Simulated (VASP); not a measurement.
Computed with PBEsol GGA, VASP's PBE PAW potentials (set 64) (plane waves; VASP 6.6.1).

The input files of a VASP run:

POSCAR:
```
Mo2Rh
1
    0.0000000000     3.8757680000     3.8757680000
    3.8757680000     0.0000000000     3.8757680000
    3.8757680000     3.8757680000     0.0000000000
Mo Rh
4 2
Direct
  0.1250000000   0.1250000000   0.1250000000
  0.6250000000   0.1250000000   0.1250000000
  0.1250000000   0.6250000000   0.1250000000
  0.1250000000   0.1250000000   0.6250000000
  0.7500000000   0.7500000000   0.7500000000
  0.5000000000   0.5000000000   0.5000000000
```

File KPOINTS:
```
Automatic mesh
0
Gamma
5 5 5
0 0 0
```

INCAR:
```
ISIF = 2   # forces and stress, cell fixed
LMAXMIX = 4
SIGMA = 0.1   # width (eV)
PREC = Accurate
LWAVE = F
ENCUT = 300   # plane-wave cut-off (eV)
GGA = PS   # PBEsol
SYSTEM = Mo2Rh
LCHARG = F
NELM = 100   # most electronic steps
ISMEAR = 0   # Gaussian
LREAL = F
EDIFF = 1E-6   # SCF stop (eV)
LASPH = T
ALGO = Normal
```

POTCAR, in this order: Mo_sv Rh_pv (PBE.64 set). Program: vasp_std.

What VASP printed:

**OSZICAR**
```
       N       E                     dE             d eps       ncg     rms          rms(c)
DAV:   1     0.786015767801E+03    0.78602E+03   -0.41802E+04  1140   0.119E+03
DAV:   2    -0.283292025242E+02   -0.81434E+03   -0.79506E+03  1122   0.450E+02
DAV:   3    -0.622834791083E+02   -0.33954E+02   -0.32659E+02  1401   0.812E+01
DAV:   4    -0.631657871280E+02   -0.88231E+00   -0.87427E+00  1248   0.104E+01
DAV:   5    -0.631947614785E+02   -0.28974E-01   -0.28908E-01  1373   0.174E+00    0.229E+01
DAV:   6    -0.598773854203E+02    0.33174E+01   -0.17456E+01  1146   0.215E+01    0.905E+00
DAV:   7    -0.610432151917E+02   -0.11658E+01   -0.16107E+01  1343   0.191E+01    0.133E+01
DAV:   8    -0.587613979560E+02    0.22818E+01   -0.98418E+00  1302   0.106E+01    0.244E+00
DAV:   9    -0.587313233059E+02    0.30075E-01   -0.47307E-01  1338   0.272E+00    0.120E+00
DAV:  10    -0.587235160350E+02    0.78073E-02   -0.72307E-02  1285   0.112E+00    0.506E-01
DAV:  11    -0.587222092843E+02    0.13068E-02   -0.15036E-02  1233   0.623E-01    0.199E-01
DAV:  12    -0.587217185140E+02    0.49077E-03   -0.12517E-03  1258   0.163E-01    0.337E-02
DAV:  13    -0.587217077808E+02    0.10733E-04   -0.13896E-04  1350   0.518E-02    0.140E-02
DAV:  14    -0.587217068042E+02    0.97660E-06   -0.81387E-06  1048   0.132E-02
   1 F= -.58721707E+02 E0= -.58702195E+02  d E =-.390239E-01
```

### OUTCAR
```
------------------------ aborting loop because EDIFF is reached ----------------------------------------
  FORCE on cell =-STRESS in cart. coord.  units (eV):
  Direction    XX          YY          ZZ          XY          YZ          ZX
  --------------------------------------------------------------------------------------
  Total      -25.3070085    -25.3070085    -25.3070085      0.0000000     -0.0000000     -0.0000000
  in kB     -348.2154846   -348.2154846   -348.2154846      0.0000000     -0.0000000     -0.0000000
  external PRESSURE =    -348.2154846 kB  Pullay stress =       0.0000000 kB
  volume of cell :      116.44
      direct lattice vectors                 reciprocal lattice vectors
     0.000000000  3.875768000  3.875768000    -0.129006690  0.129006690  0.129006690
     3.875768000  0.000000000  3.875768000     0.129006690 -0.129006690  0.129006690
     3.875768000  3.875768000  0.000000000     0.129006690  0.129006690 -0.129006690
 POSITION                                       TOTAL-FORCE (eV/Angst)
 -----------------------------------------------------------------------------------
      0.96894      0.96894      0.96894        -0.000000      0.000000     -0.000000
      0.96894      2.90683      2.90683        -0.000000      0.000000     -0.000000
      2.90683      0.96894      2.90683        -0.000000      0.000000     -0.000000
      2.90683      2.90683      0.96894        -0.000000      0.000000     -0.000000
      5.81365      5.81365      5.81365        -0.000000     -0.000000     -0.000000
      3.87577      3.87577      3.87577         0.000000      0.000000      0.000000
 -----------------------------------------------------------------------------------
    total drift:                                0.000000     -0.000000      0.000000
  FREE ENERGIE OF THE ION-ELECTRON SYSTEM (eV)
  ---------------------------------------------------
  free  energy   TOTEN  =       -58.7217068042 eV

  energy  without entropy=      -58.6826828674  energy(sigma->0) =      -58.70219484
```
(Selected blocks of OUTCAR.)

At this cut-off the stress carries a Pulay error, which pulls relaxed volumes low.

The structure was generated: Mo2Rh was put into an ordered model structure, which need not be its known phase. The cell was not relaxed at this level. The run is one of a series of settings (GGA = PS against the base run), some of them coarse on purpose.
